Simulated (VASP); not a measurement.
Given:

```
TaC
1.0
    0.00000     2.26868     2.26868
    2.26868     0.00000     2.26868
    2.26868     2.26868     0.00000
Ta C
1 1
Direct
  0.00000   0.00000   0.00000
  0.50000   0.50000   0.50000
```

These are revPBE GGA, VASP's PBE PAW potentials (set 64) (plane waves; VASP) values and carry that method's errors. Settings: 520 eV cut-off, 14×14×14 Γ-centred mesh, first-order Methfessel-Paxton smearing of 0.10 eV, potentials Ta_pv C.

Unless said otherwise, spin-orbit coupling is left out, though it shifts the bands of the heavy elements here.

Question: Predict the energy per atom (σ→0), pressure, band gap (on the k-mesh) with the smallest direct gap where there is one.

Answer: 
The band gap (on the k-mesh) comes out as none (metal, semimetal or under 0.01 eV). The energy per atom (σ→0) comes out as -10.685 eV/atom and the pressure comes out as -8.80 GPa.

The absolute energy has meaning only against runs of the same code, potentials and settings.

The compound is TaC in the rock salt structure. This cell is one point of a volume scan, at 1.03 of the reference volume. The electron count is odd and the run is not spin-polarised, which forces a metal.
